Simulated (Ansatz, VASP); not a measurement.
**Ba2H3F: VASP beside Ansatz**

Aim: how closely do two programs agree when they are given the same cell, functional and k mesh? The cell is generated by rule, not measured, and may not be a known phase. The cell is taken from a series of runs on this material, whose earlier steps may have relaxed, scaled, displaced or heated it; both programs get it as it stands.

Main program and level: Ansatz 0.2.0; plane waves, with VASP 6.6.1 beside it; zone-centre phonons at PBEsol.

The structure was built from a prototype and need not be the compound's stable phase.

**1. Starting point**

Symmetry: P-3m1, No. 164, trigonal system. The conventional cell has a = 4.294 Å, b = 4.294 Å, c = 5.979 Å, α = 90.00°, β = 90.00°, γ = 120.00°. Ba has 7 H at 2.49 to 2.89 Å and 3 F at 2.90 Å nearest. Nearest to H lie 4 Ba at 2.49 to 2.74 Å and 3 H at 2.77 Å. H has 6 H at 2.77 Å and 6 Ba at 2.89 Å nearest. F has 6 Ba at 2.90 Å nearest. Farther neighbours and most contacts between anions are not listed.

**2. Ansatz: zone-centre phonons, PBEsol**

Ansatz runs on its default PAW (the set named soft_2) files.

Second derivatives magnify differences that forces hide, and they need a tight electronic threshold.

The input, input.yaml:

```yaml
crystal:
  lattice:
    - [4.2935918184, 2.8188e-06, 0.0]
    - [-2.1467983504, 3.7183581789, 0.0]
    - [0.0, 0.0, 5.9791168191]
  atoms:
    - { symbol: Ba, position: [0.6666666667, 0.3333333333, 0.7496983071] }
    - { symbol: Ba, position: [0.3333333333, 0.6666666667, 0.2503016929] }
    - { symbol: H, position: [0.6666666667, 0.3333333333, 0.2920896742] }
    - { symbol: H, position: [0.3333333333, 0.6666666667, 0.7079103258] }
    - { symbol: H, position: [0.0, 0.0, 0.5] }
    - { symbol: F, position: [0.0, 0.0, 0.0] }
kpoints:
  mp_grid: { grid: [6, 6, 4] }
hamiltonian:
  xc: pbesol
scf:
  occupations: { method: fixed }
output:
  eigenvalues: true
phonons:
  method: dfpt
  dielectric: true
  rigid_motions: translations
```

Launch:

```
ansatz run input.yaml --threads 8 --pin off --max-ram 14336MiB --backend cpu --events-out ev --progress --plain --runs-dir out
```

Numbers of over 12 decimals in the logs are rounded to 6 here.

Output:

```text
Engine: ansatz 0.2.0, aarch64-unknown-linux-gnu
Pseudopotentials: kind: paw
Pseudopotential: Ba, paw, valence charge 10, recommended cutoff 420 eV (normal), Ba.paw.azcp
Pseudopotential: H, paw, valence charge 1, recommended cutoff 420 eV (normal), H.paw.azcp
Pseudopotential: F, paw, valence charge 7, recommended cutoff 420 eV (normal), F.paw.azcp
Functional definition: PBEsol
  exchange = pbesol_x
  correlation = pbesol_c
Crystal: 6 atoms, lattice volume = 95.457 Å³
Basis set: ecut = 420 eV, 1885 PW (Γ), exchange–correlation on 60×60×80 points (8 copies of the dense FFT grid, shifted against one another)
Bands: 21, of which v1, the nominal top of the filled ones, is band 15 counted from 1 (14 counted from 0)
Symmetry: 12 space group operations
k-points: 47 of 144 (irreducible under 2 space group operations, time reversal used)
Non-local potential: Ba, projectors of the file, l = 0: 3, l = 1: 2, l = 2: 2, l = 3: 2
Non-local potential: H, projectors of the file, l = 0: 2, l = 1: 1
Non-local potential: F, projectors of the file, l = 0: 2, l = 1: 2, l = 2: 1
PAW form: soft (Blöchl's): semilocal exchange-correlation on the pseudo side does not see the compensation charge
PAW frozen core: Ba, regenerated for the run's functional, and the local potential with it (the file was generated under x = pbe(κ = 0.804, μ = 0.219515), c = pbe(β = 0.066725))
PAW frozen core: F, regenerated for the run's functional, and the local potential with it (the file was generated under x = pbe(κ = 0.804, μ = 0.219515), c = pbe(β = 0.066725))
PAW one-centre angular grid: Ba, 194 points (default); XC on 64 Gauss nodes
PAW one-centre angular grid: H, 110 points (default); XC on 64 Gauss nodes
PAW one-centre angular grid: F, 110 points (default); XC on 64 Gauss nodes
Initial density: superposition of atomic densities (neutral atoms: chi_scale 0, normalization atom), corrected by the library's trained network
Initial wavefunctions: pseudopotential atomic-orbital guess
Functional: x = pbesol(κ = 0.804, μ = 0.123457), c = pbesol(β = 0.046)
SCF iter   1: F=—  HF=-12577.771840 eV  |F-HF|=—  |Δ(HF+E_count)|=         —  Δρ=9.38e-3  dr2=6.18e-2  ethr=1.77e-3  ⟨swp⟩=4.7  Hψ=4478  notcnv=0  defer=183
preconditioner: auto → Resta (q_TF=auto, 2.250 Å⁻¹)  ε∞=3.5  [insulator: Δε(μ)=1.669 eV  Ē_g=11.811 eV  n_scr=22 (ndim 8)  ℏωp=18.6 eV  f_vac=0.000  ε∞_Penn≈3.5]
SCF iter   2: F=—  HF=-12577.755990 eV  |F-HF|=—  |Δ(HF+E_count)|=   1.58e-2  Δρ=3.47e-3  dr2=8.75e-3  ethr=2.06e-4  ⟨swp⟩=2.0  Hψ=2069  notcnv=0  defer=187
SCF iter   3: F=—  HF=-12577.754293 eV  |F-HF|=—  |Δ(HF+E_count)|=   1.70e-3  Δρ=1.39e-3  dr2=1.64e-3  ethr=2.92e-5  ⟨swp⟩=2.3  Hψ=1360  notcnv=0  defer=187
SCF iter   4: F=—  HF=-12577.754052 eV  |F-HF|=—  |Δ(HF+E_count)|=   2.41e-4  Δρ=2.60e-4  dr2=4.78e-5  ethr=5.48e-6  ⟨swp⟩=2.1  Hψ=1292  notcnv=0  defer=187
SCF iter   5: F=—  HF=-12577.754077 eV  |F-HF|=—  |Δ(HF+E_count)|=   2.55e-5  Δρ=7.56e-5  dr2=6.78e-6  ethr=1.59e-7  ⟨swp⟩=2.1  Hψ=1418  notcnv=0  defer=119
SCF iter   6: F=—  HF=-12577.754077 eV  |F-HF|=—  |Δ(HF+E_count)|=   5.89e-8  Δρ=1.98e-5  dr2=5.59e-7  ethr=2.26e-8  ⟨swp⟩=2.9  Hψ=1680  notcnv=0  defer=78
SCF iter   7: F=—  HF=-12577.754079 eV  |F-HF|=—  |Δ(HF+E_count)|=   1.26e-6  Δρ=2.91e-6  dr2=8.82e-9  ethr=1.86e-9  ⟨swp⟩=2.0  Hψ=1486  notcnv=0  defer=76
SCF iter   8: F=—  HF=-12577.754079 eV  |F-HF|=—  |Δ(HF+E_count)|=  3.49e-10  Δρ=3.51e-7  dr2=1.09e-10  ethr=2.94e-11  ⟨swp⟩=2.0  Hψ=1568  notcnv=0  defer=76
SCF iter   9: F=-12577.754079 eV  HF=-12577.754079 eV  |F-HF|=3.64e-12  |Δ(HF+E_count)|=  6.37e-11  Δρ=5.82e-8  dr2=4.96e-12  ethr=1.00e-12  ⟨swp⟩=12.8  Hψ=7542  notcnv=0
SCF 1 converged in 9 iterations: F = -12577.754079 eV  dr2 = 4.96e-12
  greatest PAW one-centre occupation: 0.955 electrons in one spin orbital (limit 2), on the Ba atom at site 1 (counted from 0), in its partial waves of l = 0
DFPT response loops at Γ: preconditioner auto → Resta (q_TF=auto, 2.250 Å⁻¹)  ε∞=5.8 (no band partly filled); β = 1.00, the filter's whole step (`scf.mixing.beta` (0.50) is not read by the response loops at its default; to damp them type it under 1.00, their step now; it binds the ground state too); Broyden in place of MSR1
── the response to a field inside a basis, on 6×6×4 k-points: an SCF that follows is theirs, and a resumed run solves both again ──
Bands: 16, of which v1, the nominal top of the filled ones, is band 15 counted from 1 (14 counted from 0)
k-points: 42 of 144 (irreducible under 4 space group operations)
Initial density: handed on by an earlier stage of this run
Initial wavefunctions: pseudopotential atomic-orbital guess (no wavefunctions were taken with the density)
Eigensolver: Dense (42 Hₖ)
SCF iter   1: F=—  HF=-12577.752229 eV  |F-HF|=—  |Δ(HF+E_count)|=         —  Δρ=3.21e-4  dr2=2.20e-5  ethr=1.00e-1
preconditioner: auto → Resta (q_TF=auto, 2.250 Å⁻¹)  ε∞=4.1  [insulator: Δε(μ)=2.207 eV  Ē_g=10.502 eV  n_scr=22 (ndim 8)  ℏωp=18.6 eV  f_vac=0.000  ε∞_Penn≈4.1]
SCF iter   2: F=—  HF=-12577.752228 eV  |F-HF|=—  |Δ(HF+E_count)|=   9.70e-7  Δρ=1.24e-4  dr2=7.36e-6  ethr=7.35e-8
SCF iter   3: F=—  HF=-12577.752228 eV  |F-HF|=—  |Δ(HF+E_count)|=   4.31e-7  Δρ=6.77e-5  dr2=9.77e-7  ethr=2.45e-8
SCF iter   4: F=-12577.752229 eV  HF=-12577.752229 eV  |F-HF|=6.08e-9  |Δ(HF+E_count)|=   4.13e-7  Δρ=4.53e-6  dr2=1.72e-8  ethr=3.26e-9
SCF 1 converged in 4 iterations: F = -12577.752229 eV  dr2 = 1.72e-8
DFPT response loops at Γ: preconditioner auto → Resta (q_TF=auto, 2.250 Å⁻¹)  ε∞=5.2 (no band partly filled); β = 1.00, the filter's whole step (`scf.mixing.beta` (0.50) is not read by the response loops at its default; to damp them type it under 1.00, their step now; it binds the ground state too); Broyden in place of MSR1
WARN: field response: ε∞ stands inside a basis, on 6×6×4 points; the force constants stand on the 6×6×4 k-mesh, whose period is 12.93 times the interband length at k = (0.0000, 0.0000, -0.5000), direct gap 2.804 eV, under 14: take them and everything formed from them as unconverged, and compare with a denser kpoints.mp_grid
SCF converged after 9 iterations
Free energy (F): -12577.754079 eV
Harris-Foulkes:  -12577.754079 eV  (|F-HF|=3.64e-12)
Internal energy: -12577.754079 eV  (E = F + TS)
E sigma→0 (E₀):  -12577.754079 eV
Fermi energy:    7.771586 eV
--- Per-component energies (eV) ---
  E_band       = -107.087330
  E_kinetic    = 584.992447
  E_local      = -1188.118906  (includes V_loc(G=0)·N_el)
  E_nonlocal   = 194.278613
  E_hartree    = 426.402393
  E_xc         = -441.067436
  E_vxc        = -410.059397  (∫ρ·V_xc dr)
  E_paw        = -10475.557575  (= ΣΔE_a)
  E_vpaw       = -140.983490  (= ΣTr[D̂ρ^β])
  E_aug_tail   = -0.001369  (compensation charges beyond the density's cutoff)
  E_ewald      = -1679.027556
  E_core_change = 0.345309  (= ΣΔE_core)
  E_smearing   = -0.000000  (= −TS)
  E_closure    = -0.000000  (closes the sum)
  Σ components = -12577.754079   (vs F -12577.754079, Δ=0.00e0)
--- Band table (eV; the first three rows and the last of 47) ---
  k-point 0: bands = [... 11 lower, 2.8462, 3.9475, 5.0764, 7.7716, 11.1535, 11.1535, 11.4751, 11.4751, ... 2 higher]
  k-point 1: bands = [... 11 lower, 2.8327, 4.3886, 5.1650, 7.6982, 10.5980, 10.5980, 11.4676, 11.5257, ... 2 higher]
  k-point 2: bands = [... 11 lower, 2.8192, 5.0409, 5.0670, 7.5483, 10.3521, 10.3521, 11.3355, 11.5727, ... 2 higher]
  k-point 46: bands = [... 11 lower, 3.1734, 5.6413, 5.8767, 6.1158, 10.5826, 10.8113, 11.6345, 12.1508, ... 2 higher]
--- Phonons (Γ-DFPT): 8 representative perturbations + reference, on 47 of 144 k-points (Σ response iterations 30) ---
  k mesh reduced under 2 symmetry operations, with k and −k counted as one. Each operation leaves every solved perturbation unchanged. A smaller set is not considered because the run solves the response to a homogeneous field
  ASR residual: 1.210e-5 → 0.000e0 eV/Å²; symmetrization residual: 7.257e-5 eV/Å²
  ASR residual per site (eV/Å²): 1.21e-5 1.21e-5 1.10e-5 1.10e-5 7.18e-6 7.28e-6
  Γ frequencies (cm⁻¹): 0.00 0.00 0.00 76.97 76.97 110.10 125.08 125.08 158.96 432.79 494.51 494.51 500.93 736.47 1008.81 1008.81 1011.99 1011.99
  ε∞ (high-frequency dielectric tensor):
        4.752388    -0.000000     0.000000
       -0.000000     4.752388    -0.000000
        0.000000    -0.000000     4.270087
  ε⁰ (static dielectric tensor: ions relaxed, cell fixed):
       17.174418     0.000000    -0.000000
        0.000000    17.174418    -0.000000
       -0.000000    -0.000000    21.768216
  ε⁰ − ε∞ (ionic part):
       12.422029     0.000000    -0.000000
        0.000000    12.422029    -0.000000
       -0.000000    -0.000000    17.498129
  softest optical mode at Γ: 76.97 cm⁻¹; the repairs (sum rule, projections) moved no ω² at Γ by more than (18.85 cm⁻¹)²
  Born effective charges Z* (e; rows j = field, columns β = displacement):
    site 0:
         2.46335   -0.00000    0.00000
        -0.00000    2.46335   -0.00000
         0.00000   -0.00000    2.22855
    site 1:
         2.46335   -0.00000    0.00000
        -0.00000    2.46335   -0.00000
         0.00000   -0.00000    2.22855
    site 2:
        -1.02453    0.00000   -0.00000
         0.00000   -1.02453    0.00000
        -0.00000    0.00000   -1.05140
    site 3:
        -1.02453    0.00000   -0.00000
         0.00000   -1.02453    0.00000
        -0.00000    0.00000   -1.05140
    site 4:
        -1.29054    0.00000   -0.00000
         0.00000   -1.29054    0.00000
        -0.00000    0.00000   -0.74831
    site 5:
[...]
Z* charge neutrality: 4.041e-3 e pre-enforcement
  solved inside a basis spanned on kpoints, on 6×6×4 k-points, its susceptibility summed on 12×12×8: ε∞ is read to err by 1.5e-2, Z* by 1.8e-2 e (field_mesh: kpoints solves on kpoints); Z* is corrected for what the basis lacks
  optical modes at Γ without the LO–TO term, one row a degenerate level:
      ω (cm⁻¹)  modes    IR ((D/Å)²/amu)
[...]
optical modes at Γ + LO–TO along q̂ = [1.0000, 0.0000, 0.0000]:
      ω (cm⁻¹)  modes    IR ((D/Å)²/amu)
[...]
optical modes at Γ + LO–TO along q̂ = [0.0000, 1.0000, 0.0000]:
      ω (cm⁻¹)  modes    IR ((D/Å)²/amu)
[...]
optical modes at Γ + LO–TO along q̂ = [0.0000, 0.0000, 1.0000]:
      ω (cm⁻¹)  modes    IR ((D/Å)²/amu)
[...]
125.08      2             9.5985
        226.66      1             1.6413
        494.51      2           105.8630
        500.93      1             0.0000
        606.31      1            20.0412
        832.43      1            46.5368
       1008.81      2             0.0000
       1011.99      2            67.0695
```

(Continued in part 2 of 3.)

[Lines on the potential files, build, host, timing and source positions are cut from VASP's logs without a mark.]

[Logs are printed without paths, hosts, clocks, repeated set-up lines and the standing remarks that a program may print on its own settings, such as how far it seeks lower states.]

[Hosts, paths, dates, database ids (printed as entryN), source tags and the programs' standing remarks are cut or masked in the printed files.]
